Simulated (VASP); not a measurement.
# LiCl: exact exchange and RPA correlation, part 6 of 6

Wanted: where the RPA puts the energy minimum of LiCl. The scan starts from a database cell, scaled to the smallest volume of the series. The cell is of the rock-salt type, one of the forms listed for this formula. The start is a cell from a database of measured crystal structures.

VASP 6.6.1, plane waves and PAW; the level of theory is named at each step.

So far. Step 31 (Exact exchange, volume ratio 1.06): The Hartree-Fock energy on these orbitals is -6.2976 eV an atom. Step 32 (Empty bands, volume ratio 1.06): WAVECAR now holds 440 bands for 8 electrons.

The database entry behind the starting cell differs from later determinations by our own check (0.1 to 0.3 % short, probably kX units), so it need not match the best structure at ambient conditions.

**33. RPA correlation, volume ratio 1.06**

This step: RPA correlation on PBE orbitals; plane waves and PAW (Cl_GW, Li_GW) (VASP 6.6.1).

RPA correlation at this point.

Input file INCAR:

```
SYSTEM = LiCl
PREC = Accurate
ENCUT = 300
ISMEAR = 0
SIGMA = 0.05
LREAL = .FALSE.
GGA = PE
NBANDS = 440
ALGO = ACFDT
ENCUTGW = 200
NOMEGA = 12
PRECFOCK = Fast
LWAVE = .FALSE.
LCHARG = .FALSE.
```

Input file POSCAR:

```
LiCl
1.0
    0.0000000000      2.6150723786      2.6150723786
    2.6150723786      0.0000000000      2.6150723786
    2.6150723786      2.6150723786      0.0000000000
Cl Li
1 1
Direct
    0.5000000000      0.5000000000      0.5000000000
    0.0000000000      0.0000000000      0.0000000000
```

Input file KPOINTS:

```
Automatic mesh
0
Gamma
4 4 4
0 0 0
```

PAW data sets: Cl_GW and Li_GW (PBE family, release 64).

The run is started by

```bash
mpirun -np 8 vasp_std
```

Output:

```text
[banner, memory and clock lines left out]
running    8 mpi-ranks, on    1 nodes
[...]
[... a notice as in an earlier step ...]

 LDA part: xc-table for (Slater+PW92), standard interpolation
 found WAVECAR, reading the header
 POSCAR, INCAR and KPOINTS ok, starting setup
[...]
reading WAVECAR
 the WAVECAR file was read successfully
 initial charge from wavefunction
 available memory per node:     84.07 GB, setting MAXMEM to     86083

 The Fermi energy was updated, please check that it is located mid-gap
 values below the HOMO (VB) or above the LUMO (CB) will cause erroneous energies
 E-fermi :   1.7243

 the WAVEDER file was read successfully
 set NWRITE>2 for more details about minimax calculation
 number of imaginary grid points requested:      12
 number of distinct grids requested:  1
 quadrature errors minimized for energies in [ 0.600E+01, 0.308E+03 ]
 bosonic grid (T=0, re) determined with error: 0.1881E-09
 bosonic grid (re): 0.1881E-09
[...]
NQ=   2    0.2500    0.0000    0.0000,
|.........|.........|.........|.........
 performed       2678000 updates of chi_q(r,r)
 total number of BLAS operations       1295.51 Gflops
NQ=   3    0.5000    0.0000    0.0000,
|.........|.........|.........|.........
 performed       4017000 updates of chi_q(r,r)
 total number of BLAS operations       1852.53 Gflops
NQ=   4    0.2500    0.2500    0.0000,
|.........|.........|.........|.........
 performed       5356000 updates of chi_q(r,r)
 total number of BLAS operations       2439.25 Gflops
NQ=   5    0.5000    0.2500    0.0000,
|.........|.........|.........|.........
 performed       6695000 updates of chi_q(r,r)
 total number of BLAS operations       3011.02 Gflops
NQ=   6   -0.2500    0.2500    0.0000,
|.........|.........|.........|.........
 performed       8034000 updates of chi_q(r,r)
 total number of BLAS operations       3539.10 Gflops
NQ=   7    0.5000    0.5000    0.0000,
|.........|.........|.........|.........
 performed       9373000 updates of chi_q(r,r)
 total number of BLAS operations       4067.19 Gflops
NQ=   8   -0.2500    0.5000    0.2500,
|.........|.........|.........|.........
 performed      10712000 updates of chi_q(r,r)
 total number of BLAS operations       4604.83 Gflops
 entering main loop
```

It took 47 s on 8 MPI ranks of AMD EPYC 7R43, shared host; peak memory 1.1 GiB.

From OUTCAR (step 33):

```text
      cutoff energy     smooth cutoff   RPA   correlation   Hartree contr. to MP2
---------------------------------------------------------------------------------
            200.000           160.000      -10.6074736317      -15.2172795040
            190.476           152.381      -10.5241178151      -15.1241783022
            181.406           145.125      -10.4341120098      -15.0233206247
            172.768           138.214      -10.3391109892      -14.9164525599
            164.541           131.632      -10.2372630458      -14.8013709364
            156.705           125.364      -10.1289915902      -14.6784791080
            149.243           119.394      -10.0158071619      -14.5492828227
            142.136           113.709       -9.8957406865      -14.4113657700
  linear regression

[... 2 parts as in an earlier step ...]

[... 2 further parts left out ...]
[key lines of the parts left out:]
E-fermi :   1.7243
```

Extrapolated by the program to an infinite response cutoff, the correlation energy is -5.8344 eV an atom, +10 meV against the point before. With exact exchange the total is -12.1320 eV an atom.

**34. Comparison: r2SCAN, volume ratio 1.06**

This step: r2SCAN; plane waves and PAW (Cl_GW, Li_GW) (VASP 6.6.1).

The comparison at this point.

Input file INCAR:

```
SYSTEM = LiCl
PREC = Accurate
ENCUT = 300
EDIFF = 1E-06
NELM = 100
ISMEAR = 0
SIGMA = 0.05
LREAL = .FALSE.
ALGO = Normal
METAGGA = R2SCAN
LASPH = .TRUE.
NBANDS = 10
LWAVE = .FALSE.
LCHARG = .FALSE.
KPAR = 8
```

POSCAR is that of step 33.

KPOINTS is that of step 33.

The run is started by

```bash
mpirun -np 8 vasp_std
```

Output:

```text
[... set-up lines as in an earlier step ...]
 entering main loop
       N       E                     dE             d eps       ncg     rms          rms(c)
DAV:   1     0.177494759573E+02    0.17749E+02   -0.36537E+03   160   0.482E+02
DAV:   2    -0.130559209469E+02   -0.30805E+02   -0.30390E+02   192   0.998E+01
DAV:   3    -0.143149421010E+02   -0.12590E+01   -0.12579E+01   204   0.252E+01
DAV:   4    -0.143288747486E+02   -0.13933E-01   -0.13932E-01   234   0.274E+00
[...]
DAV:  11    -0.124784149692E+02   -0.11878E-04   -0.99641E-07   198   0.917E-03    0.198E-03
DAV:  12    -0.124784138918E+02    0.10774E-05   -0.45168E-08   110   0.132E-03    0.908E-04
DAV:  13    -0.124784130394E+02    0.85244E-06   -0.11539E-08   102   0.841E-04
   1 F= -.12478413E+02 E0= -.12478413E+02  d E =-.282732E-19
```

Wall time 11 s (8 MPI ranks); peak memory 0.7 GiB; 78 s of CPU time.

From OUTCAR (step 34):

```text
  Total       -0.4983228     -0.4983228     -0.4983228      0.0000000      0.0000000      0.0000000
  in kB      -22.3223663    -22.3223663    -22.3223663      0.0000000      0.0000000      0.0000000
  external PRESSURE =     -22.3223663 kB  Pullay stress =       0.0000000 kB

 POSITION                                       TOTAL-FORCE (eV/Angst)
 -----------------------------------------------------------------------------------
      2.61507      2.61507      2.61507         0.000000      0.000000      0.000000
      0.00000      0.00000      0.00000        -0.000000     -0.000000      0.000000
 -----------------------------------------------------------------------------------
    total drift:                               -0.000000     -0.000000      0.000000

  FREE ENERGIE OF THE ION-ELECTRON SYSTEM (eV)
  ---------------------------------------------------
  free  energy   TOTEN  =       -12.4784130394 eV

  energy  without entropy=      -12.4784130394  energy(sigma->0) =      -12.47841304

[... 2 parts as in an earlier step ...]

[... 1 further part left out ...]
[key lines of the parts left out:]
E-fermi :  -1.3518
```

Its energy is -6.2392 eV an atom, on a zero of its own.

**35. Orbitals for comparison: HSE06, volume ratio 1.06**

This step: PBE; plane waves and PAW (Cl_GW, Li_GW) (VASP 6.6.1).

Starting orbitals, as before.

Input file INCAR:

```
SYSTEM = LiCl
PREC = Accurate
ENCUT = 300
EDIFF = 1E-05
NELM = 100
ISMEAR = 0
SIGMA = 0.05
LREAL = .FALSE.
ALGO = Normal
GGA = PE
NBANDS = 10
LORBIT = 11
LWAVE = .TRUE.
LCHARG = .FALSE.
KPAR = 8
```

POSCAR is that of step 34.

KPOINTS is that of step 34.

The run is started by

```bash
mpirun -np 8 vasp_std
```

Output:

```text
[... set-up lines as in an earlier step ...]
 entering main loop
       N       E                     dE             d eps       ncg     rms          rms(c)
[... 10 cycles as in an earlier step ...]
DAV:  11    -0.736203519895E+01    0.74358E-06   -0.44779E-06   108   0.117E-02
   1 F= -.73620352E+01 E0= -.73620352E+01  d E =-.340700E-14
 writing wavefunctions
```

It took 2.6 s on 8 MPI ranks; peak memory 0.79 GiB.

Parts of OUTCAR (step 35):

```text
  Total       -0.3443281     -0.3443281     -0.3443281      0.0000000     -0.0000000      0.0000000
  in kB      -15.4241761    -15.4241761    -15.4241761      0.0000000     -0.0000000      0.0000000
  external PRESSURE =     -15.4241761 kB  Pullay stress =       0.0000000 kB

 POSITION                                       TOTAL-FORCE (eV/Angst)
 -----------------------------------------------------------------------------------
      2.61507      2.61507      2.61507        -0.000000     -0.000000      0.000000
      0.00000      0.00000      0.00000         0.000000      0.000000     -0.000000
 -----------------------------------------------------------------------------------
    total drift:                               -0.000000     -0.000000      0.000000

  FREE ENERGIE OF THE ION-ELECTRON SYSTEM (eV)
  ---------------------------------------------------
  free  energy   TOTEN  =        -7.3620351990 eV

  energy  without entropy=       -7.3620351990  energy(sigma->0) =       -7.36203520

[... 2 parts as in an earlier step ...]

[... 1 further part left out ...]
[key lines of the parts left out:]
E-fermi :  -1.0163
```

The run ends at a pressure of -1.54 GPa.

**36. Comparison: HSE06, volume ratio 1.06**

This step: HSE06; plane waves and PAW (Cl_GW, Li_GW) (VASP 6.6.1).

The comparison at this point.

Input file INCAR:

```
SYSTEM = LiCl
PREC = Accurate
ENCUT = 300
EDIFF = 1E-06
NELM = 100
ISMEAR = 0
SIGMA = 0.05
LREAL = .FALSE.
ALGO = Normal
LHFCALC = .TRUE.
AEXX = 0.25
GGA = PE
HFSCREEN = 0.2
LASPH = .TRUE.
NBANDS = 10
PRECFOCK = Fast
LWAVE = .FALSE.
LCHARG = .FALSE.
KPAR = 8
```

POSCAR is that of step 35.

KPOINTS is that of step 35.

The run starts from files that an earlier step left in the folder.

The run is started by

```bash
mpirun -np 8 vasp_std
```

Output:

```text
[... set-up lines as in an earlier step ...]
 entering main loop
       N       E                     dE             d eps       ncg     rms          rms(c)
DAV:   1    -0.844009138553E+01   -0.84401E+01   -0.12560E-01   162   0.213E+00    0.155E-01
DAV:   2    -0.844089182949E+01   -0.80044E-03   -0.15909E-03   192   0.279E-01    0.114E-01
DAV:   3    -0.844075641497E+01    0.13541E-03   -0.45895E-05   206   0.562E-02    0.701E-02
DAV:   4    -0.844070217696E+01    0.54238E-04   -0.17297E-05   190   0.329E-02    0.424E-02
DAV:   5    -0.844068287036E+01    0.19307E-04   -0.67683E-06   198   0.212E-02    0.255E-02
DAV:   6    -0.844067576196E+01    0.71084E-05   -0.24135E-06   196   0.132E-02    0.154E-02
DAV:   7    -0.844067305774E+01    0.27042E-05   -0.95860E-07   182   0.860E-03    0.927E-03
DAV:   8    -0.844067199067E+01    0.10671E-05   -0.36459E-07   112   0.545E-03    0.565E-03
DAV:   9    -0.844067155335E+01    0.43732E-06   -0.19269E-07   108   0.394E-03
   1 F= -.84406716E+01 E0= -.84406716E+01  d E =-.116907E-20
```

Run time: 15 s. Hardware: 8 MPI ranks; peak memory 1.5 GiB; 1.9 min of CPU time.

From OUTCAR (step 36):

```text
 POSITION                                       TOTAL-FORCE (eV/Angst)
 -----------------------------------------------------------------------------------
      2.61507      2.61507      2.61507        -0.000000     -0.000000     -0.000000
      0.00000      0.00000      0.00000         0.000000      0.000000      0.000000
 -----------------------------------------------------------------------------------
    total drift:                                0.000006      0.000009     -0.000035

  FREE ENERGIE OF THE ION-ELECTRON SYSTEM (eV)
  ---------------------------------------------------
  free  energy   TOTEN  =        -8.4406715533 eV

  energy  without entropy=       -8.4406715533  energy(sigma->0) =       -8.44067155

[... 2 parts as in an earlier step ...]

[... 1 further part left out ...]
[key lines of the parts left out:]
E-fermi :  -1.9304
```

Its energy is -4.2203 eV an atom, on a zero of its own.

**37. Summary**

This step: exact exchange and RPA correlation on PBE orbitals, beside r2SCAN, beside HSE06; plane waves and PAW (VASP 6.6.1).

Derived from the runs above.

Numbers from this step:

```yaml
equilibrium_volume_exx_rpa: 16.76 Å³/atom
bulk_modulus: 36.65 GPa
```

Table of energy above the lowest point by volume; values in meV/atom:

```tsv
volume (Å³/atom)	PBE	EXX	EXX+RPA	r2SCAN	HSE06
15.859	11.5	35.5	4.22	6.22	6.43
16.365	4.13	20.4	0.897	1.27	1.44
16.871	0.464	9.77	0	0	0
17.377	0	3.14	2.88	1.84	1.67
17.883	2.65	0	10.2	6.76	6.32
```

Cost is wall time times ranks on a shared host; the EXX and RPA rows hold the orbitals run too, the hybrid row not its starting run, and runs of a few seconds are mostly start-up. Fits of the equation of state:

```tsv
level	V0 (Å³/atom)	B0 (GPa)	fit error (meV/atom)	minimum inside the series	cost a point (core minutes)
PBE	17.19	33.67	0.01967	yes	0.3
EXX	18.13	33.71	0.008024	no	0.96
EXX+RPA	16.76	36.65	0.01427	yes	6.33
r2SCAN	16.82	34.57	0.02685	yes	1.17
HSE06	16.84	33.77	0.01518	yes	1.76
```

**38. What came out**

```yaml
pbe: V0 17.19 Å³/atom, B0 33.7 GPa
exx: V0 18.13 Å³/atom, B0 33.7 GPa (outside the series)
exx_rpa: V0 16.76 Å³/atom, B0 36.6 GPa
r2scan: V0 16.82 Å³/atom, B0 34.6 GPa
hse06: V0 16.84 Å³/atom, B0 33.8 GPa
```

**Reading.** Exact exchange with RPA correlation puts the minimum at 16.76 Å³ an atom, with a bulk modulus of 36.6 GPa. PBE puts the volume 2.6 % above EXX+RPA, at roughly 1/21 of its cost. r2SCAN puts the volume 0.38 % above EXX+RPA, at roughly 1/5 of its cost. HSE06 puts the volume 0.53 % above EXX+RPA, at roughly 1/4 of its cost. Mesh, ENCUT and response cutoff weren't varied, and the extrapolation in the response cutoff changes with the volume, so small differences in volume between the levels aren't resolved. Exact exchange and correlation are taken on one coarse mesh and aren't self-consistent; the correlation energy is extrapolated in the response cutoff by the program, which at the first volume adds -535 meV an atom to the value at the highest cutoff and varies with the volume; a small fit error says nothing about that part. NBANDS follows the largest plane-wave count of any k point, which rises in steps with the volume. The cheaper functionals share the mesh, and the fits are third-order Birch-Murnaghan curves. Not tabulated here, as repeats of values shown or as unfit to read for their mesh, reference level or band range: eps2 curves (empty bands); eps1 curves and static values (empty bands); gaps (empty bands).

[Lines on the potential files, build, host, timing and source positions are cut from VASP's logs without a mark.]

[Logs are printed without paths, hosts, clocks, repeated set-up lines and the standing remarks that a program may print on its own settings, such as how far it seeks lower states.]

[Hosts, paths, dates, database ids (printed as entryN), source tags and the programs' standing remarks are cut or masked in the printed files.]

[Pressures printed for these runs are not shown converged in the cutoff: they can be off by several GPa and have the wrong sign.]
